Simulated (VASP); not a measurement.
Given:

```
OsO2
1.0
    4.43531     0.00000     0.00000
    0.00000     4.43531     0.00000
    0.00000     0.00000     3.17919
Os O
2 4
Direct
  0.00000   0.00000   0.00000
  0.50000   0.50000   0.50000
  0.30904   0.30904   0.00000
  0.69096   0.69096   0.00000
  0.19096   0.80904   0.50000
  0.80904   0.19096   0.50000
```

These are LDA (Ceperley-Alder, Perdew-Zunger), VASP's LDA PAW potentials (set 64) (plane waves; VASP) values and carry that method's errors. Settings: 520 eV cut-off, 8×8×11 Γ-centred mesh, tetrahedra with Blöchl corrections, potentials Os O.

Unless said otherwise, spin-orbit coupling is left out, though it shifts the bands of the heavy elements here.

**Question.** What does the run give for the energy per atom (σ→0), band gap (on the k-mesh) with the smallest direct gap where there is one?

**Answer.** 
```
Quantity                                                    Result
------------------------  ----------------------------------------
band gap (on the k-mesh)  none (metal, semimetal or under 0.01 eV)
energy per atom (σ→0)                               -8.998 eV/atom
```

Total energies compare only between runs with the same potentials, cut-off and functional.

The structure comes from a computed database's OsO2 entry (P4_2/mnm); how it stands against other phases isn't given here. It was relaxed first.
